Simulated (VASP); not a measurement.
Method: PBE GGA, VASP's PBE PAW potentials (set 64) (plane waves; VASP).

A VASP calculation is set up with these files.

INCAR:
```
! general
SYSTEM=CaF2
PREC  =Accurate
ENCUT =520
LREAL =.FALSE.
LASPH =.TRUE.

! electronic loop
EDIFF =1E-6
NELM  =100
ALGO  =Normal

! smearing
ISMEAR=0
SIGMA =0.05

! functional
GGA   =PE

! ions
ISIF  =2

! output
LWAVE =.FALSE.
LCHARG=.FALSE.
```

KPOINTS:
```
K-points
0
G
6 6 6
0 0 0
```

File POSCAR:
```
CaF2
1.0
  0.0000000000   2.7846000000   2.7846000000
  2.7846000000   0.0000000000   2.7846000000
  2.7846000000   2.7846000000   0.0000000000
Ca F
1 2
Cartesian
  0.0000000000   0.0000000000   0.0000000000
  1.3923000000   1.3923000000   1.3923000000
  4.1769000000   4.1769000000   4.1769000000
```

POTCAR, in this order: Ca_sv F (PBE.64 set). Program: vasp_std.

Problem. What will the output report for the number of irreducible k-points (NKPTS), number of bands (NBANDS), largest plane-wave count, number of space-group operations, FFT grid (NGX, NGY, NGZ)?

Solution. 
| Quantity | Value |
|---|---|
| number of irreducible k-points (NKPTS) | 16 |
| number of bands (NBANDS) | 16 |
| largest plane-wave count | 1211 |
| number of space-group operations | 48 |
| FFT grid (NGX, NGY, NGZ) | 30 × 30 × 30 |

The compound is CaF2 in the fluorite structure. The cell was not relaxed at this level.
